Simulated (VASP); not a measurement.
Method: PBE GGA + U (Dudarev), VASP's PBE PAW potentials (set 64) (plane waves; VASP 6.6.1).

VASP input:

**INCAR**
```
! general
SYSTEM    = Fe3N
PREC      = Accurate
ENCUT     = 520
LREAL     = .FALSE.
LASPH     = .TRUE.

! electronic loop
EDIFF     = 1E-6
NELM      = 100
ALGO      = Normal
LMAXMIX   = 4

! smearing
ISMEAR    = 0
SIGMA     = 0.05

! functional
GGA       = PE

! spin
ISPIN     = 2
MAGMOM    = 0.0 3*4.0

! DFT+U
LDAU      = .TRUE.
LDAUTYPE  = 2
LDAUL     = -1 2
LDAUU     = 0 6.0
LDAUJ     = 0 0
LDAUPRINT = 1

! ions
ISIF      = 2

! output
LWAVE     = .FALSE.
LCHARG    = .FALSE.
LORBIT    = 10
```

File KPOINTS:
```
kpoints
0
gamma
6 6 6
```

**POSCAR**
```
Fe3N
5.8933320
  0.0000000000   0.5000000000   0.5000000000
  0.5000000000   0.0000000000   0.5000000000
  0.5000000000   0.5000000000   0.0000000000
N Fe
1 3
direct
  0.0000000000   0.0000000000   0.0000000000
  0.5000000000   0.5000000000   0.5000000000
  0.2500000000   0.2500000000   0.2500000000
  0.7500000000   0.7500000000   0.7500000000
```

POTCAR, in this order: N Fe (PBE.64 set). Program: vasp_std.

The resulting files:

File OSZICAR:
```
       N       E                     dE             d eps       ncg     rms          rms(c)
DAV:   1     0.200350134195E+03    0.20035E+03   -0.13024E+04  1536   0.147E+03
DAV:   2    -0.911454159541E+00   -0.20126E+03   -0.19278E+03  1560   0.293E+02
DAV:   3    -0.205979912158E+02   -0.19687E+02   -0.18278E+02  2080   0.106E+02
DAV:   4    -0.212495118346E+02   -0.65152E+00   -0.64297E+00  1624   0.187E+01
DAV:   5    -0.212567464033E+02   -0.72346E-02   -0.72335E-02  1736   0.185E+00    0.220E+01
DAV:   6    -0.221764192311E+02   -0.91967E+00   -0.61486E+01  2136   0.124E+02    0.298E+01
DAV:   7    -0.173019528380E+02    0.48745E+01   -0.20153E+01  1984   0.552E+01    0.976E+00
DAV:   8    -0.175713683799E+02   -0.26942E+00   -0.29821E+00  1920   0.356E+01    0.703E+00
DAV:   9    -0.176215260457E+02   -0.50158E-01   -0.36630E-01  1896   0.955E+00    0.300E+00
DAV:  10    -0.176635694630E+02   -0.42043E-01   -0.60931E-02  2064   0.330E+00    0.115E+00
DAV:  11    -0.176855565658E+02   -0.21987E-01   -0.34536E-02  2064   0.240E+00    0.611E-01
DAV:  12    -0.176944939856E+02   -0.89374E-02   -0.18666E-02  1984   0.241E+00    0.439E-01
DAV:  13    -0.177024185026E+02   -0.79245E-02   -0.10793E-02  2128   0.110E+00    0.382E-01
DAV:  14    -0.177114437601E+02   -0.90253E-02   -0.15882E-02  2104   0.129E+00    0.212E-01
DAV:  15    -0.177183519429E+02   -0.69082E-02   -0.38758E-02  2120   0.200E+00    0.174E-01
DAV:  16    -0.177186712932E+02   -0.31935E-03   -0.26081E-03  1904   0.563E-01    0.777E-02
DAV:  17    -0.177188005583E+02   -0.12927E-03   -0.29253E-04  2024   0.145E-01    0.787E-02
DAV:  18    -0.177188293203E+02   -0.28762E-04   -0.12205E-04  2128   0.164E-01    0.394E-02
DAV:  19    -0.177188342815E+02   -0.49612E-05   -0.90634E-05  2160   0.157E-01    0.110E-02
DAV:  20    -0.177188371850E+02   -0.29035E-05   -0.19534E-05  2048   0.427E-02    0.862E-03
DAV:  21    -0.177188377521E+02   -0.56707E-06   -0.38606E-06  1208   0.239E-02
   1 F= -.17718838E+02 E0= -.17716799E+02  d E =-.407782E-02  mag=    10.3333
```

### OUTCAR
```
------------------------ aborting loop because EDIFF is reached ----------------------------------------
  FORCE on cell =-STRESS in cart. coord.  units (eV):
  Direction    XX          YY          ZZ          XY          YZ          ZX
  --------------------------------------------------------------------------------------
  Total       -2.9797374     -2.9797374     -2.9797374      0.0000000      0.0000000     -0.0000000
  in kB      -93.2966063    -93.2966063    -93.2966063      0.0000000      0.0000000     -0.0000000
  external PRESSURE =     -93.2966063 kB  Pullay stress =       0.0000000 kB
  volume of cell :       51.17
      direct lattice vectors                 reciprocal lattice vectors
     0.000000000  2.946666000  2.946666000    -0.169683296  0.169683296  0.169683296
     2.946666000  0.000000000  2.946666000     0.169683296 -0.169683296  0.169683296
     2.946666000  2.946666000  0.000000000     0.169683296  0.169683296 -0.169683296
 POSITION                                       TOTAL-FORCE (eV/Angst)
 -----------------------------------------------------------------------------------
      0.00000      0.00000      0.00000         0.000000      0.000000      0.000000
      2.94667      2.94667      2.94667         0.000000      0.000000      0.000000
      1.47333      1.47333      1.47333        -0.000000     -0.000000      0.000000
      4.42000      4.42000      4.42000         0.000000      0.000000     -0.000000
 -----------------------------------------------------------------------------------
    total drift:                               -0.000000     -0.000000      0.000000
  FREE ENERGIE OF THE ION-ELECTRON SYSTEM (eV)
  ---------------------------------------------------
  free  energy   TOTEN  =       -17.7188377521 eV

  energy  without entropy=      -17.7147599288  energy(sigma->0) =      -17.71679884

 total charge

# of ion       s       p       d       tot
------------------------------------------
    1        1.329   2.087   0.000   3.415
    2        0.453   0.288   6.502   7.243
    3        0.392   0.353   6.018   6.762
    4        0.392   0.353   6.018   6.762
--------------------------------------------------
tot          2.565   3.080  18.538  24.183

 magnetization (x)

# of ion       s       p       d       tot
------------------------------------------
    1        0.040   0.222   0.000   0.262
    2       -0.033   0.020   2.941   2.928
    3        0.016  -0.011   3.619   3.623
    4        0.016  -0.011   3.619   3.623
--------------------------------------------------
tot          0.038   0.220  10.178  10.437
```
(Selected blocks of OUTCAR.)

OUTCAR:
```
 val. band max:        4.9291054478   @ k =  -0.3333   0.3333   0.1667

 cond. band min:       4.9927338176   @ k =  -0.3333   0.3333   0.0000


 Fermi energy:         4.9709181167

 spin component 1

 k-point     1 :       0.0000    0.0000    0.0000
  band No.  band energies     occupation
      1      -9.2566      1.00000
      2      -2.7145      1.00000
      3      -2.7145      1.00000
      4      -2.7145      1.00000
      5      -2.5118      1.00000
      6      -2.5118      1.00000
      7      -1.6094      1.00000
      8      -1.6094      1.00000
      9      -1.6094      1.00000
     10      -0.6619      1.00000
     11      -0.6619      1.00000
     12       0.2732      1.00000
     13       0.6660      1.00000
     14       0.6660      1.00000
     15       0.7387      1.00000
     16       0.7387      1.00000
     17       0.7387      1.00000
     18       3.4378      1.00000
     19       3.4378      1.00000
     20       3.4378      1.00000
     21      10.3409      0.00000
     22      10.3409      0.00000
     23      10.3409      0.00000
     24      12.0217      0.00000

 k-point     2 :       0.1667    0.0000    0.0000
  band No.  band energies     occupation
      1      -9.1540      1.00000
      2      -2.7640      1.00000
      3      -2.6895      1.00000
      4      -2.6895      1.00000
      5      -2.3615      1.00000
      6      -2.3615      1.00000
      7      -1.6531      1.00000
      8      -1.6531      1.00000
      9      -1.5686      1.00000
     10      -0.8249      1.00000
     11      -0.8249      1.00000
     12      -0.0310      1.00000
     13       0.5903      1.00000
     14       0.5904      1.00000
     15       0.8341      1.00000
     16       0.8345      1.00000
     17       0.8345      1.00000
     18       3.4484      1.00000
     19       3.4484      1.00000
     20       3.6626      1.00000
     21       8.5105      0.00000
     22       9.9730      0.00000
...
```

The moments were started parallel, and other spin orders were not tried in this run.

The structure was generated: Fe3N was put into the D03 type (Fm-3m), which need not be its known phase. The cell was not relaxed at this level. The k-mesh is coarse (spacing up to 0.31 per Å, 2π included), so the numbers may not be converged in it. The run is one of a series of settings (LDAU = .TRUE., LDAUJ = 0 0, LDAUL = -1 2, LDAUTYPE = 2, LDAUU = 0 6.0 against the base run), some of them coarse on purpose.
